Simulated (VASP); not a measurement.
An input for Quantum ESPRESSO's pw.x (written as the equivalent of a VASP run, and not itself run):

```
&CONTROL
  calculation = 'scf'
  pseudo_dir = './pseudo'
  outdir = './out'
  tprnfor = .true.
  tstress = .true.
/
&SYSTEM
  ibrav = 0
  nat = 2
  ntyp = 1
  ecutwfc = 110
  occupations = 'smearing'
  smearing = 'fermi-dirac'
  degauss = 0.009996
  input_dft = 'pbe'
/
&ELECTRONS
  conv_thr = 7.3e-08
  electron_maxstep = 100
/
ATOMIC_SPECIES
  La 138.905 La.upf
CELL_PARAMETERS angstrom
     3.7609530    0.0000000    0.0000000
    -1.8804760    3.2570800    0.0000000
     0.0000000    0.0000000    6.1062600
ATOMIC_POSITIONS crystal
  La   0.3274470  0.6671800  0.2497200
  La   0.6725530  0.3328200  0.7502800
K_POINTS automatic
  7 7 4 0 0 0
```

Question: Translate this input to VASP (INCAR, KPOINTS, POSCAR, choice of POTCAR).

Answer: One answer among several that fit: 
### KPOINTS
```
Automatic mesh
0
Gamma
7 7 4
0 0 0
```

INCAR:
```
SYSTEM = La
PREC = Accurate
ENCUT = 300
EDIFF = 1E-6
NELM = 100
ALGO = Normal
LREAL = .FALSE.
LASPH = .TRUE.
ISMEAR = -1
SIGMA = 0.136
GGA = PE
LMAXMIX = 6
LWAVE = .FALSE.
LCHARG = .FALSE.
ISIF = 2
```

### POSCAR
```
La
1
    3.7609530000     0.0000000000     0.0000000000
   -1.8804760000     3.2570800000     0.0000000000
    0.0000000000     0.0000000000     6.1062600000
La
2
Direct
  0.3274470000   0.6671800000   0.2497200000
  0.6725530000   0.3328200000   0.7502800000
```

POTCAR, in this order: La (PBE.64 set). Program: vasp_std.

Limits of the translation: the potentials are each code's own (VASP's PAW set, PseudoDojo norm-conserving files in pw.x), so ENCUT and ecutwfc are chosen apart and not converted; conv_thr bounds pw.x's estimated SCF error, while EDIFF bounds the energy change between steps.

The structure was generated: La was put into an ordered model structure, which need not be its known phase. The cell was not relaxed at this level, atoms are displaced from their ideal sites.
